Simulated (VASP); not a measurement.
Here is the system:

```
CELL_PARAMETERS angstrom
     -1.58425     1.58425     1.58425
      1.58425    -1.58425     1.58425
      1.58425     1.58425    -1.58425
ATOMIC_POSITIONS crystal
  Nb 0.00000 0.00000 0.00000
```

Method: PBEsol GGA, VASP's PBE PAW potentials (set 64) (plane waves; VASP). Settings: 480 eV cut-off, 14×14×14 Γ-centred mesh, first-order Methfessel-Paxton smearing of 0.10 eV, potentials Nb_sv.

Task: What does the run give for the energy per atom (σ→0), pressure, band gap (on the k-mesh) with the smallest direct gap where there is one?

Result: 
The band gap (on the k-mesh) comes out as none (metal, semimetal or under 0.01 eV). The energy per atom (σ→0) comes out as -10.853 eV/atom and the pressure is 20.08 GPa.

The absolute energy has meaning only against runs of the same code, potentials and settings.

The compound is Nb in the bcc structure. This cell was strained or had an atom moved on purpose.
